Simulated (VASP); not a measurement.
N2, in a box:

```
N
1.0
    11.44147    0.00000    0.00000
     0.00000   11.94147    0.00000
     0.00000    0.00000   12.44147
N
2
Cartesian
  5.9663 6.1608 5.7500
  5.4667 5.8758 6.7077
```

Base run:

* Program: VASP 6.6.1
* Functional: PBE
* Potentials or basis: VASP PAW PBE potentials, release 64 (N)
* Cutoff: 400 eV
* k mesh: 1 × 1 × 1
* Occupations: gaussian, width 0.01 eV
* Spin: no spin polarisation

Its results: gap between the frontier levels 8.02 eV; largest force 0.010 eV/Å.

Problem. The run is repeated on the same cell with these changes: functional from PBE to LDA; potentials or basis from VASP PAW PBE potentials, release 64 (N) to VASP PAW LDA potentials, release 64 (N). What comes out?

Solution. Gap between the frontier levels 7.92 eV; largest force 1.968 eV/Å.

Caveats: the standard files for N, O and F lose accuracy on very short bonds.

